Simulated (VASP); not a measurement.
VASP ran on this input.

**INCAR**
```
SYSTEM = Ca(CdAs)2
PREC = Accurate
ENCUT = 400
EDIFF = 1E-6
NELM = 100
ALGO = Normal
LREAL = .FALSE.
LASPH = .TRUE.
ISMEAR = 0
SIGMA = 0.05
METAGGA = R2SCAN
LMIXTAU = .TRUE.
LMAXMIX = 4
LWAVE = .FALSE.
LCHARG = .FALSE.
IBRION = 2
ISIF = 3
NSW = 60
EDIFFG = -0.02
```

**KPOINTS**
```
Automatic mesh
0
Gamma
5 5 3
0 0 0
```

POSCAR:
```
Ca(CdAs)2
1.0
  4.4045962188   0.0000000000   0.0000000000
 -2.2022981094   3.8144920111   0.0000000000
  0.0000000000   0.0000000000   7.1814490898
Ca Cd As
1 2 2
Cartesian
  0.0000000000   0.0000000000   0.0000000000
 -0.0000022023   2.5429959456   4.5498388071
  2.2023003117   1.2714960655   2.6316102827
 -0.0000022023   2.5429959456   1.6977800313
  2.2023003117   1.2714960655   5.4836690585
```

POTCAR, in this order: Ca_sv Cd As (PBE.64 set). Program: vasp_std.

Q: Translate this r2SCAN calculation to Ansatz.

A: One equivalent input (not run):
Ansatz 0.2 input:
```yaml
crystal:
  lattice:
    - [4.4045962, 0.0000000, 0.0000000]
    - [-2.2022981, 3.8144920, 0.0000000]
    - [0.0000000, 0.0000000, 7.1814491]
  atoms:
    - { symbol: Ca, position: [0.0000000, 0.0000000, 0.0000000] }
    - { symbol: Cd, position: [0.3333330, 0.6666670, 0.6335544] }
    - { symbol: Cd, position: [0.6666670, 0.3333330, 0.3664456] }
    - { symbol: As, position: [0.3333330, 0.6666670, 0.2364119] }
    - { symbol: As, position: [0.6666670, 0.3333330, 0.7635881] }
kpoints:
  mp_grid: { grid: [5, 5, 3] }
hamiltonian:
  xc: r2scan
  pseudopotentials: { kind: paw }
scf:
  occupations: { method: gaussian, width: 0.05 }
  max_iter: 100
relax:
  max_steps: 60
  f_tol: 0.02
  cell: {}
output: { forces: true, stress: true, eigenvalues: true }
```
What does not carry over: each code has its own PAW files, so the cut-off isn't converted (ENCUT is set for VASP's; basis.ecutwfc is left out, and Ansatz then takes the one that its files recommend); Ansatz stops its SCF on the density residual and VASP on the energy change (EDIFF).

The structure comes from a computed database's CaCd2As2 entry (P-3m1); how it stands against other phases isn't given here. It was relaxed first. The start is the result of an earlier pass.
